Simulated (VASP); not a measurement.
The system is Sn2Bi2O.

```
CELL_PARAMETERS angstrom
4.80200 0.00000 0.00000
0.00000 4.80200 0.00000
0.00000 0.00000 7.06400
ATOMIC_POSITIONS crystal
Sn 0.00000 0.50000 0.00000
Sn 0.50000 0.00000 0.00000
Bi 0.00000 0.00000 0.71687
Bi 0.00000 0.00000 0.28313
O 0.50000 0.50000 0.00000
```

The cell was built by a generator and needn't be a form met in nature.

```yaml
Program: VASP 6.6.1
Task: relaxation of cell and atoms
Functional: PBE
Potentials_or_basis: VASP PAW PBE potentials, release 64 (Sn_d, Bi_d, O)
Cutoff: 520 eV
k_mesh: 6 × 6 × 4
Occupations: gaussian, width 0.1 eV
Spin: no spin polarisation
```

At the start: pressure 0.4 GPa; volume 32.58 Å³/atom.

Task: Where does the relaxation end?

Result: Over 11 steps the energy falls by 5.0 meV/atom and the volume is 33.24 Å³/atom (+2.0 %); space group P4/mmm (No. 123, to 0.05 Å).

Step by step:
```csv
step,energy change (eV),largest force (eV/Å),pressure (GPa),volume (Å³)
1,0.0000,0.3511,0.41,162.89
2,-0.0129,0.2582,-0.03,164.87
3,-0.0174,0.1862,-0.43,166.93
4,-0.0231,0.0006,0.14,165.58
5,-0.0231,0.0144,0.10,165.67
6,-0.0243,0.0018,0.05,165.99
7,-0.0248,0.0211,-0.02,166.38
8,-0.0248,0.0222,-0.04,166.39
9,-0.0249,0.0180,0.02,166.10
10,-0.0249,0.0174,0.04,166.05
11,-0.0249,0.0049,-0.02,166.19
```

Final structure:
```xyz
5
Lattice="4.8489 0.0000 0.0000 0.0000 4.8489 0.0000 0.0000 0.0000 7.0684" Properties=species:S:1:pos:R:3 pbc="T T T"
Sn    0.0000    2.4244    0.0000
Sn    2.4244    0.0000    0.0000
Bi    0.0000    0.0000    5.1285
Bi    0.0000    0.0000    1.9399
O     2.4244    2.4244    0.0000
```
